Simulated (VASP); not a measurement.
Output of a VASP run:

### OUTCAR
```
 ion  position               nearest neighbor table
   1  0.000  0.000  0.000-   2 1.90   2 1.90   2 1.90   2 1.90
   2  0.250  0.250  0.250-   1 1.90   1 1.90   1 1.90   1 1.90
  LATTYP: Found a face centered cubic cell.
 ALAT       =     4.3803866634
 Subroutine PRICEL returns:
 Original cell was already a primitive cell.
 Subroutine GETGRP returns: Found 24 space group operations
The static configuration has the point symmetry T_d .
The dynamic configuration has the point symmetry T_d .
 Subroutine INISYM returns: Found 24 space group operations
 Subroutine IBZKPT returns following result:
 Found     47 irreducible k-points:

 Following reciprocal coordinates:
            Coordinates               Weight
  0.000000  0.000000  0.000000      1.000000
  0.100000  0.000000  0.000000      8.000000
  0.200000  0.000000  0.000000      8.000000
  0.300000  0.000000  0.000000      8.000000
  0.400000  0.000000  0.000000      8.000000
  0.500000  0.000000  0.000000      4.000000
  0.100000  0.100000  0.000000      6.000000
  0.200000  0.100000  0.000000     24.000000
  0.300000  0.100000  0.000000     24.000000
  0.400000  0.100000  0.000000     24.000000
  0.500000  0.100000  0.000000     24.000000
 -0.400000  0.100000  0.000000     24.000000
 -0.300000  0.100000  0.000000     24.000000
 -0.200000  0.100000  0.000000     24.000000
 -0.100000  0.100000  0.000000     12.000000
  0.200000  0.200000  0.000000      6.000000
  0.300000  0.200000  0.000000     24.000000
  0.400000  0.200000  0.000000     24.000000
  0.500000  0.200000  0.000000     24.000000
 -0.400000  0.200000  0.000000     24.000000
 -0.300000  0.200000  0.000000     24.000000
 -0.200000  0.200000  0.000000     12.000000
  0.300000  0.300000  0.000000      6.000000
  0.400000  0.300000  0.000000     24.000000
  0.500000  0.300000  0.000000     24.000000
 -0.400000  0.300000  0.000000     24.000000
 -0.300000  0.300000  0.000000     12.000000
  0.400000  0.400000  0.000000      6.000000
  0.500000  0.400000  0.000000     24.000000
 -0.400000  0.400000  0.000000     12.000000
  0.500000  0.500000  0.000000      3.000000
  0.300000  0.200000  0.100000     24.000000
  0.400000  0.200000  0.100000     48.000000
  0.500000  0.200000  0.100000     48.000000
 -0.400000  0.200000  0.100000     24.000000
  0.400000  0.300000  0.100000     24.000000
  0.500000  0.300000  0.100000     48.000000
 -0.400000  0.300000  0.100000     48.000000
 -0.300000  0.300000  0.100000     48.000000
 -0.200000  0.300000  0.100000     24.000000
   k-points           NKPTS =     47   k-points in BZ     NKDIM =     47   number of bands    NBANDS=      8
   number of dos      NEDOS =    301   number of ions     NIONS =      2
   total plane-waves  NPLWV =  13824
   dimension x,y,z NGX =    24 NGY =   24 NGZ =   24
   dimension x,y,z NGXF=    48 NGYF=   48 NGZF=   48
   ions per type =               1   1
   PREC   = accura    normal or accurate (medium, high low for compatibility)
   ISTART =      0    job   : 0-new  1-cont  2-samecut
   ICHARG =      2    charge: 1-file 2-atom 10-const
   ISPIN  =      1    spin polarized calculation?
   LNONCOLLINEAR =      F non collinear calculations
   LSORBIT =      F    spin-orbit coupling
   INIWAV =      1    electr: 0-lowe 1-rand  2-diag
   ENCUT  =  520.0 eV  38.22 Ry    6.18 a.u.   5.76  5.76  5.76*2*pi/ulx,y,z
   NELM   =    100;   NELMIN=  2; NELMDL= -5     # of ELM steps
   EDIFF  = 0.1E-06   stopping-criterion for ELM
   LREAL  =      F    real-space projection
   NLSPLINE    = F    spline interpolate recip. space projectors
   LMAXMIX     =    2 max onsite mixed and CHGCAR
   VOSKOWN=      0    Vosko Wilk Nusair interpolation
   EDIFFG = 0.1E-05   stopping-criterion for IOM
   NSW    =      0    number of steps for IOM
   NBLOCK =      1;   KBLOCK =      1    inner block; outer block
   IBRION =     -1    ionic relax: 0-MD 1-quasi-New 2-CG
...
```

OSZICAR:
```
       N       E                     dE             d eps       ncg     rms          rms(c)
DAV:   1     0.484844117987E+01    0.48484E+01   -0.42732E+03   768   0.850E+02
DAV:   2    -0.165552757875E+02   -0.21404E+02   -0.20727E+02  1072   0.109E+02
DAV:   3    -0.169506086910E+02   -0.39533E+00   -0.39533E+00   864   0.183E+01
DAV:   4    -0.169518562444E+02   -0.12476E-02   -0.12476E-02  1216   0.113E+00
DAV:   5    -0.169518565404E+02   -0.29593E-06   -0.29593E-06   848   0.156E-02    0.859E+00
DAV:   6    -0.151337340789E+02    0.18181E+01   -0.79128E+00   816   0.159E+01    0.368E+00
DAV:   7    -0.150836060065E+02    0.50128E-01   -0.32848E-01  1144   0.410E+00    0.172E+00
DAV:   8    -0.150747995849E+02    0.88064E-02   -0.19852E-02   808   0.127E+00    0.156E-01
DAV:   9    -0.150750008518E+02   -0.20127E-03   -0.80288E-04  1160   0.238E-01    0.103E-01
DAV:  10    -0.150750843469E+02   -0.83495E-04   -0.17539E-04  1032   0.102E-01    0.215E-02
DAV:  11    -0.150750841521E+02    0.19473E-06   -0.35411E-05   952   0.362E-02    0.585E-03
DAV:  12    -0.150750843029E+02   -0.15079E-06   -0.15344E-06   920   0.931E-03    0.121E-03
DAV:  13    -0.150750843713E+02   -0.68354E-07   -0.93956E-08   608   0.268E-03
   1 F= -.15075084E+02 E0= -.15075084E+02  d E =-.143088E-15
```

### OUTCAR
```
------------------------ aborting loop because EDIFF is reached ----------------------------------------
  FORCE on cell =-STRESS in cart. coord.  units (eV):
  Direction    XX          YY          ZZ          XY          YZ          ZX
  --------------------------------------------------------------------------------------
  Total       -0.0003972     -0.0003972     -0.0003972      0.0000000      0.0000000      0.0000000
  in kB       -0.0302837     -0.0302837     -0.0302837      0.0000000      0.0000000      0.0000000
  external PRESSURE =      -0.0302837 kB  Pullay stress =       0.0000000 kB
  volume of cell :       21.01
      direct lattice vectors                 reciprocal lattice vectors
     0.000000000  2.190193332  2.190193332    -0.228290349  0.228290349  0.228290349
     2.190193332  0.000000000  2.190193332     0.228290349 -0.228290349  0.228290349
     2.190193332  2.190193332  0.000000000     0.228290349  0.228290349 -0.228290349
  FREE ENERGIE OF THE ION-ELECTRON SYSTEM (eV)
  ---------------------------------------------------
  free  energy   TOTEN  =       -15.0750843713 eV

  energy  without entropy=      -15.0750843713  energy(sigma->0) =      -15.07508437
```
(Selected blocks of OUTCAR.)

File POSCAR:
```
SiC
1
    0.0000000000     2.1901933317     2.1901933317
    2.1901933317     0.0000000000     2.1901933317
    2.1901933317     2.1901933317     0.0000000000
Si C
1 1
Direct
  0.0000000000   0.0000000000   0.0000000000
  0.2500000000   0.2500000000   0.2500000000
```

Write an INCAR and KPOINTS that could have produced this output.

This is not unique; one that fits is the input of the run itself, PW91 GGA, plane waves, VASP's PBE PAW potentials (set 64).

KPOINTS:
```
Automatic mesh
0
Gamma
10 10 10
0 0 0
```

INCAR:
```
# general
SYSTEM = SiC
PREC   = Accurate
ENCUT  = 520
LREAL  = F
LASPH  = T

# electronic loop
EDIFF  = 1E-7
NELM   = 100
ALGO   = Normal

# smearing
ISMEAR = 0
SIGMA  = 0.05

# functional
GGA    = 91

# ions
ISIF   = 2

# output
LWAVE  = F
LCHARG = F
```

POTCAR, in this order: Si C (PBE.64 set). Program: vasp_std.

The compound is SiC in the zinc blende structure. It was relaxed first.
